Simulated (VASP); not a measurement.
```yaml
crystal:
  lattice:
    - [3.73582, 0.00000, 0.00000]
    - [-1.86791, 3.23531, 0.00000]
    - [0.00000, 0.00000, 5.57462]
  atoms:
    - { symbol: Pt, position: [0.00000, 0.00000, 0.00000] }
    - { symbol: Pt, position: [0.00000, 0.00000, 0.50000] }
    - { symbol: S, position: [0.33333, 0.66667, 0.25000] }
    - { symbol: S, position: [0.66667, 0.33333, 0.75000] }
```

Level of theory: PBE GGA, VASP's PBE PAW potentials (set 64) (plane waves; VASP). Numerical set-up: 400 eV cut-off, 11×11×6 Γ-centred mesh, tetrahedra with Blöchl corrections, potentials Pt S.

The cores are frozen, which limits the accuracy of field gradients.

### Question
Give the principal components of the electric field gradient (V/Å²) and the asymmetry η at each nucleus.

### Answer

```
atom   Vxx   Vyy     Vzz     η
----  ----  ----  ------  ----
Pt1   50.5  50.5  -100.9  0.00
Pt2   50.5  50.5  -100.9  0.00
S3    17.2  17.2   -34.3  0.00
S4    17.2  17.2   -34.3  0.00
```

The structure was generated: PtS was put into the NiAs type type (P6_3/mmc), which need not be its known phase. It was relaxed first.
